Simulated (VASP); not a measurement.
Consider the following.

```
CELL_PARAMETERS angstrom
      2.79302     0.00000     0.00000
      0.00000     2.79302     0.00000
      0.00000     0.00000     2.79302
ATOMIC_POSITIONS crystal
  Al 0.50000 0.50000 0.50000
  Co 0.00000 0.00000 0.00000
```

Calculation: PW91 GGA, VASP's PBE PAW potentials (set 64) (plane waves; VASP). Run with 520 eV cut-off, 13×13×13 Γ-centred mesh, first-order Methfessel-Paxton smearing of 0.10 eV, potentials Al Co.

Problem. Give the stress tensor in GPa (positive for a compressed cell).

Solution. 
```
12.74   0.00   0.00
 0.00  12.74   0.00
 0.00   0.00  12.74
```
The pressure is its mean diagonal, 12.74 GPa.

The compound is CoAl in the CsCl type structure. This cell is one point of a volume scan, at 0.94 of the reference volume. The run is not spin-polarised, so no magnetic state was tried.
